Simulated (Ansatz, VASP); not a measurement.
# One calculation of NbTl4, two programs

```
CELL_PARAMETERS angstrom
-3.36963 3.36963 3.36963
3.36963 -3.36963 3.36963
3.36963 3.36963 -3.36963
ATOMIC_POSITIONS crystal
Nb 0.00000 0.00000 0.00000
Tl 0.00000 0.00000 0.50000
Tl 0.50000 0.00000 0.00000
Tl 0.50000 0.50000 0.50000
Tl 0.00000 0.50000 0.00000
```

Change from the starting cell: species swapped into the NiHg4 type (Im-3m, No. 229).

Alike in both runs: functional PBE; k mesh 4 × 4 × 4; occupations gaussian, width 0.1 eV; no spin polarisation.

Ansatz relaxed the structure, and its values are those at the end. VASP's run is a single point on that final structure, the one shown.

```csv
,VASP,Ansatz
version,VASP 6.6.1,Ansatz 0.2.0
potentials or method,"VASP PAW PBE potentials, release 64 (Nb_sv, Tl_d)","scalar-relativistic, plane waves, PAW"
plane-wave cutoff (eV),520,420
valence electrons in the cell,65,65
```

```csv
,VASP,Ansatz,Ansatz less VASP
gap on the k mesh at the Fermi level (eV),none,none,-
pressure (GPa),-0.5,-0.4,+0.08
```

A gap of «none» marks a metal or a gap that the smearing closes.

Spin-orbit coupling is left out, which matters for the levels of Tl.
